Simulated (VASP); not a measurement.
Here is the system:

```
CELL_PARAMETERS angstrom
      0.00000     2.78283     2.78283
      2.78283     0.00000     2.78283
      2.78283     2.78283     0.00000
ATOMIC_POSITIONS crystal
  Be 0.00000 0.00000 0.00000
  Te 0.25000 0.25000 0.25000
```

Level of theory: AM05 GGA, VASP's PBE PAW potentials (set 64) (plane waves; VASP). Settings: 520 eV cut-off, 8×8×8 Γ-centred mesh, Gaussian smearing of 0.050 eV, potentials Be Te.

Problem. The job: BeTe (zinc blende), 2 atoms, AM05, static run, 520 eV, 8×8×8 Γ-centred mesh. Roughly how much core time does it take on a busy server core?

Solution. About 10 core-seconds (one run on a shared machine, a rough figure). It had 29 irreducible k-points, 8 bands, up to 1211 plane waves and 14 electronic steps.

The compound is BeTe in the zinc blende structure. This cell is one point of a volume scan, at 0.97 of the reference volume.
